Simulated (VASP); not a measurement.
Band gap of diamond and zinc-blende semiconductors: HSE06 against r2SCAN

VASP (plane waves, PAW); cells keep the symmetry of their structure type. No spin-orbit coupling. r2SCAN gaps are read over mesh and path in cells relaxed at that level, HSE06 gaps over the mesh and further points in PBE's cells. The two cells differ, so the slope holds a volume effect too.

Here x stands for r2SCAN gap and y for HSE06 gap.

| solid | r2SCAN gap (eV) | HSE06 gap (eV) | cut-off (eV) |
|---|---|---|---|
| GaAs | 0.93 | 1.01 | 520 |
| InP | 1.04 | 1.21 | 520 |
| CdTe | 1.15 | 1.35 | 520 |
| BAs | 1.38 | 1.87 | 520 |
| SiC | 1.72 | 2.26 | 520 |
| ZnS | 2.72 | 3.23 | 520 |
| BeS | 3.61 | ? | 520 |
| C | 4.33 | 5.29 | 520 |
| BN | 4.98 | 5.78 | 520 |

Taking a straight line for y over the 8 complete rows: With u = x - 2.3, the rows have u = -1.3700, -1.2600, -1.1500, -0.9200, -0.5800, 0.4200, 2.0300, 2.6800. Means: u -0.018750, y 2.750. About the means, the sum of products is 20.506 and the sum of squares of u is 17.447; the slope is their ratio. Least squares gives y = 2.772 + 1.1754·u. Residuals (row less fit): -0.152, -0.081, -0.070, 0.179, 0.170, -0.036, 0.132, -0.142; standard error 0.150 (degrees of freedom: 6). The slope is 1.18 with a standard error of 0.036.

Problem. Predict the withheld y at x = 3.61 from the fit, and compare with the calculation.

Solution. u = 1.3100, so y = 2.772 + 1.1754 × 1.3100 = 4.312 eV. The calculation gives 4.11 eV, 0.202 eV below the prediction (4.2 % of the range of y in the table). The row lies between fitted rows. From the scatter of the fitted rows alone, a prediction at this place has a standard error of 0.166 eV, so the miss is 1.2 times that.

Spin-orbit coupling is left out, which can shift this property for GaAs, InP, CdTe, BAs. Left out of the series because the gap is closed or under 0.1 eV at r2SCAN or HSE06: HgTe. The rows are a random draw from the solids of this series computed here; series whose standard error about the line passes 12 to 30 % of the range of y, or with no trend, aren't shown in this form.
